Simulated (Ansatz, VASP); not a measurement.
# Cross-check of WSO between VASP and Ansatz, part 2 of 2

One calculation is typed for both programs; each brings its own data sets. How far apart do they land? The cell is invented: As first built, before any earlier steps moved the atoms (in the runner's words): O for half of the S in the WS2 structure of space group R3m. It may not be a known or stable phase. The cell is taken from a series of runs on this material, whose earlier steps may have relaxed, scaled, displaced or heated it; both programs get it as it stands.

VASP 6.6.1 and Ansatz 0.2.0.

So far: Set-up; VASP: single point, PBEsol, pair 1; Ansatz: single point, PBEsol, pair 1; Side by side; Ansatz: single point, PBEsol, pair 2.

### 6. VASP: single point, PBEsol, pair 2

Level of this step: PBEsol, no spin polarisation; plane waves and PAW (W, O, S); invented cell (VASP).

The same cell, functional and mesh now go to VASP, with its own data sets.

INCAR reads:

```
SYSTEM = WSO
PREC = Accurate
ENCUT = 520
EDIFF = 1E-06
NELM = 120
ISMEAR = 0
SIGMA = 0.01
LREAL = .FALSE.
ALGO = Normal
GGA = PS
NBANDS = 15
LASPH = .TRUE.
LORBIT = 11
LWAVE = .FALSE.
LCHARG = .FALSE.
ISIF = 2
GGA_COMPAT = .FALSE.
EFERMI = MIDGAP
KPAR = 2
```

POSCAR reads:

```
WSO
1.0
    6.0461505930      0.0000000000      0.0000000000
   -1.4786903250      4.9633283270      0.0000000000
   -0.7393451620      2.4816641630      1.4950237780
W O S
1 1 1
Direct
    0.9716726980      0.9905575660      0.0000000000
    0.7703875700      0.5901291900      0.0000000000
    0.2518397320      0.7506132440      0.0000000000
```

KPOINTS reads:

```
Automatic mesh
0
Gamma
16 16 16
0 0 0
```

Potentials, in the order of the species: W, O and S (PBE family, release 64).

The run is started by

```sh
> mpirun -np 2 vasp_std
```

Numbers of over 12 decimals in the logs are rounded to 6 here.

The program printed:

```text
[banner, memory and clock lines left out]
running    2 mpi-ranks, on    1 nodes
[...]
[... a notice as in an earlier step ...]

 LDA part: xc-table for (Slater+PW92), standard interpolation
 POSCAR, INCAR and KPOINTS ok, starting setup
[...]
entering main loop
       N       E                     dE             d eps       ncg     rms          rms(c)
DAV:   1     0.842794977780E+02    0.84279E+02   -0.87138E+03 12558   0.108E+03
DAV:   2    -0.245751554304E+02   -0.10885E+03   -0.10290E+03 16155   0.262E+02
DAV:   3    -0.302763671119E+02   -0.57012E+01   -0.56596E+01 16328   0.588E+01
DAV:   4    -0.303314168154E+02   -0.55050E-01   -0.55029E-01 15205   0.639E+00
[...]
DAV:  13    -0.275409282182E+02    0.51127E-05   -0.18015E-05 14722   0.366E-02    0.173E-02
DAV:  14    -0.275409315658E+02   -0.33475E-05   -0.10117E-05 15758   0.225E-02    0.140E-02
DAV:  15    -0.275409313625E+02    0.20324E-06   -0.28376E-07 12625   0.547E-03
   1 F= -.27540931E+02 E0= -.27540931E+02  d E =0.000000E+00
```

OUTCAR, selected parts (step 6):

```text
  Total       -0.1395566     -0.8396203     -0.9078090      0.2288802      0.0000000     -0.0000000
  in kB       -4.9838027    -29.9842666    -32.4194007      8.1736993      0.0000000     -0.0000000
  external PRESSURE =     -22.4624900 kB  Pullay stress =       0.0000000 kB

 POSITION                                       TOTAL-FORCE (eV/Angst)
 -----------------------------------------------------------------------------------
      4.41015      4.91646      0.00000         0.060173      0.017927     -0.000000
      3.78526      2.92900      0.00000        -0.035030     -0.010436      0.000000
      0.41274      3.72554      0.00000        -0.025142     -0.007490      0.000000
 -----------------------------------------------------------------------------------
    total drift:                               -0.000453     -0.000133      0.000001

  FREE ENERGIE OF THE ION-ELECTRON SYSTEM (eV)
  ---------------------------------------------------
  free  energy   TOTEN  =       -27.5409313625 eV

  energy  without entropy=      -27.5409313625  energy(sigma->0) =      -27.54093136

[... 3 further parts left out ...]
[key lines of the parts left out:]
E-fermi :   6.3502
```

The run ends at a pressure of -2.25 GPa, with forces up to 0.063 eV/Å.

### 7. Comparison

What differs besides the data sets and the points named for the pairs above, as far as they apply: the data sets hold 26 valence electrons in Ansatz (on its default PAW (the set named soft_2) files) and 18 in VASP. Total energies have different zeros and are not compared.

Compared:

| quantity | Ansatz | VASP | difference |
| --- | --- | --- | --- |
| gap on the k mesh (eV) | 1.270 | 1.247 | +0.023 |

A gap on the mesh is an upper bound, since the band edges may lie between its points; neither run holds spin-orbit coupling, which can move the band edges of a compound of W.

### 8. Ansatz: single point, r2SCAN

A single point gives forces, pressure and levels at one fixed geometry, so differences don't come from the geometry; what else differs is listed under the comparison.

The cell is taken from a series of runs on this material, whose earlier steps may have relaxed, scaled, displaced or heated it; both programs get it as it stands.

input.yaml reads:

```yaml
crystal:
  lattice:
    - [2.990047556, 0.0, 0.0]
    - [1.495023778, 2.589457142, 0.0]
    - [1.495023778, -0.863152381, 5.794463639]
  atoms:
    - { symbol: W, position: [0.981115132, 0.009442434, 0.028327302] }
    - { symbol: O, position: [0.18025838, 0.40987081, 0.22961243] }
    - { symbol: S, position: [0.501226488, 0.249386756, 0.748160268] }
kpoints:
  mp_grid: { grid: [10, 10, 10] }
scf:
  occupations: { method: fixed }
hamiltonian:
  xc: r2scan
output:
  eigenvalues: true
  transmission:
    leads: [[0, 0]]
    kpoints: [[0.0, 0.0], [-0.3359, 0.3255], [-0.3385, 0.3359]]
    e_range: [-1.0, 2.36]
    de: 0.07
```

The run is started by

```sh
> ansatz run input.yaml --threads 2 --pin off --max-ram 4096MiB --backend cpu --events-out ev --progress --plain --runs-dir out
```

The program printed:

```text
[...]
Crystal: 3 atoms, lattice volume = 44.864 Å³
Basis set: ecut = 500 eV, 1167 PW (Γ), exchange–correlation on 96×96×180 points (64 copies of the dense FFT grid, shifted against one another)
Bands: 17, of which v1, the nominal top of the filled ones, is band 13 counted from 1 (12 counted from 0)
Symmetry: 6 space group operations
[...]
k-points: 116 of 1000 (time reversal used)
[...]
k-point 115: bands = [... 9 lower, 6.3816, 6.9485, 8.2992, 10.5400, 13.4155, 15.0827, 15.8678, 16.6808]
--- Transmission ---
  basis      : 85 plane waves across, 9 finite elements along
  points     : 3, as listed
[...]
crystal 0  : S1W1O1, at the sites [0, 0], period 5.7945 Å: whole cells are its period
[...]
channels       : 0.000000e0 a spin
[...]
slowest decay  : 0.4659 /Å at (0.0000, 0.0000)
[key lines of the parts left out:]
SCF converged after 9 iterations
Free energy (F): -11873.222947 eV
Fermi energy:    11.926161 eV
```

### 9. VASP: single point, r2SCAN

The same cell, functional and mesh now go to VASP, with its own data sets.

INCAR reads:

```
SYSTEM = WSO
PREC = Accurate
ENCUT = 580
EDIFF = 1E-06
NELM = 120
ISMEAR = 0
SIGMA = 0.01
LREAL = .FALSE.
ALGO = Normal
METAGGA = R2SCAN
LASPH = .TRUE.
NBANDS = 15
LORBIT = 11
LWAVE = .FALSE.
LCHARG = .FALSE.
ISIF = 2
GGA_COMPAT = .FALSE.
EFERMI = MIDGAP
LMIXTAU = .TRUE.
KPAR = 2
```

POSCAR reads:

```
WSO
1.0
    2.9900475560      0.0000000000      0.0000000000
    1.4950237780      2.5894571420      0.0000000000
    1.4950237780     -0.8631523810      5.7944636390
W O S
1 1 1
Direct
    0.9811151320      0.0094424340      0.0283273020
    0.1802583800      0.4098708100      0.2296124300
    0.5012264880      0.2493867560      0.7481602680
```

KPOINTS reads:

```
Automatic mesh
0
Gamma
10 10 10
0 0 0
```

The run is started by

```sh
> mpirun -np 2 vasp_std
```

The program printed:

```text
[banner, memory and clock lines left out]
running    2 mpi-ranks, on    1 nodes
[...]
[... a notice as in an earlier step ...]

 LDA part: xc-table for (None), standard interpolation
 POSCAR, INCAR and KPOINTS ok, starting setup
[...]
entering main loop
       N       E                     dE             d eps       ncg     rms          rms(c)
DAV:   1     0.509996465169E+02    0.51000E+02   -0.95261E+03  3488   0.121E+03
DAV:   2    -0.689463639118E+02   -0.11995E+03   -0.11326E+03  4497   0.282E+02
DAV:   3    -0.754742031187E+02   -0.65278E+01   -0.64765E+01  4516   0.645E+01
DAV:   4    -0.755386422224E+02   -0.64439E-01   -0.64414E-01  4215   0.717E+00
[...]
DAV:  15    -0.695412190058E+02   -0.10148E-05   -0.92462E-05  3564   0.108E-01    0.113E-02
DAV:  16    -0.695412590522E+02   -0.40046E-04   -0.10757E-05  4495   0.419E-02    0.591E-03
DAV:  17    -0.695412598508E+02   -0.79864E-06   -0.86922E-07  3112   0.102E-02
   1 F= -.69541260E+02 E0= -.69541260E+02  d E =0.000000E+00
```

From OUTCAR (step 9):

```text
  Total       -0.1262522     -0.1262522     -0.0325678      0.0000000      0.0000000      0.0000000
  in kB       -4.5086807     -4.5086807     -1.1630531      0.0000000      0.0000000      0.0000000
  external PRESSURE =      -3.3934715 kB  Pullay stress =       0.0000000 kB

 POSITION                                       TOTAL-FORCE (eV/Angst)
 -----------------------------------------------------------------------------------
      2.99005     -0.00000      0.16414         0.000000      0.000000     -0.169366
      1.49502      0.86315      1.33048        -0.000000     -0.000000      0.112351
      2.99005     -0.00000      4.33519         0.000000     -0.000000      0.057015
 -----------------------------------------------------------------------------------
    total drift:                               -0.000026      0.000016      0.001062

  FREE ENERGIE OF THE ION-ELECTRON SYSTEM (eV)
  ---------------------------------------------------
  free  energy   TOTEN  =       -69.5412598508 eV

  energy  without entropy=      -69.5412598508  energy(sigma->0) =      -69.54125985

[... 1 part as in an earlier step ...]

[... 2 further parts left out ...]
[key lines of the parts left out:]
E-fermi :   6.3347
```

The run ends at a pressure of -0.34 GPa, with forces up to 0.17 eV/Å.

### 10. Differences

What differs besides the data sets and the points named for the pairs above, as far as they apply: VASP keeps PBE cores, Ansatz makes them for the functional; the data sets hold 26 valence electrons in Ansatz (on its default PAW (the set named soft_2) files) and 18 in VASP; the cutoff is 500 eV in Ansatz and 580 eV in VASP. Total energies have different zeros and are not compared.

Both answers:

| quantity | Ansatz | VASP | difference |
| --- | --- | --- | --- |
| gap on the k mesh (eV) | 1.489 | 1.461 | +0.028 |

A gap on the mesh is an upper bound, since the band edges may lie between its points; neither run holds spin-orbit coupling, which can move the band edges of a compound of W.

### 11. Outcome

```json
{
  "difference in gap on the k mesh (single point, PBEsol, pair 1)": "0.023 eV",
  "difference in gap on the k mesh (single point, PBEsol, pair 2)": "0.023 eV",
  "difference in gap on the k mesh (single point, r2SCAN)": "0.028 eV"
}
```

The difference in gap on the k mesh is 0.028 eV (single point, r2SCAN), within the 0.08 eV picked in this series as the mark of a large difference. The data sets hold unlike numbers of valence electrons (26 in Ansatz and 18 in VASP), so part of the differences comes from the potentials. 2 further runs of this series are not shown here. Such differences can come from data sets, numerical settings and the points named under the comparisons, not from the functional's error against experiment.

[Lines on the potential files, build, host, timing and source positions are cut from VASP's logs without a mark.]

[Logs are printed without paths, hosts, clocks, repeated set-up lines and the standing remarks that a program may print on its own settings, such as how far it seeks lower states.]

[Hosts, paths, dates, database ids (printed as entryN), source tags and the programs' standing remarks are cut or masked in the printed files.]
